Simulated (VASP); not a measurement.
Here is the system:

```
CELL_PARAMETERS angstrom
      5.10879     2.54532     2.54532
      2.54532     5.10879     2.54532
      2.54532     2.54532     5.10879
ATOMIC_POSITIONS crystal
  Mn 0.00000 0.00000 0.00000
  Mn 0.50000 0.50000 0.50000
  S  0.25000 0.25000 0.25000
  S  0.75000 0.75000 0.75000
```
Starting moments (μB, in the order of the record's atoms Mn Mn S S): 4.1 -4.1 0.0 0.0.

All values below come from optB88-vdW, VASP's PBE PAW potentials (set 64) (plane waves; VASP). Run with 520 eV cut-off, 8×8×8 Γ-centred mesh, tetrahedra with Blöchl corrections, potentials Mn_pv S.

The cores are frozen, which limits the accuracy of field gradients.

Give the principal components of the electric field gradient (V/Å²) and the asymmetry η at each nucleus.

| atom | Vxx | Vyy | Vzz | η |
|---|---|---|---|---|
| Mn1 | 1.2 | 1.2 | -2.4 | 0.00 |
| Mn2 | 1.2 | 1.2 | -2.4 | 0.00 |
| S3 | 2.4 | 2.4 | -4.7 | 0.00 |
| S4 | 2.4 | 2.4 | -4.7 | 0.00 |

The compound is MnS in the rock salt, AFM-II order structure. It was relaxed first, which changed the volume by -6 %.
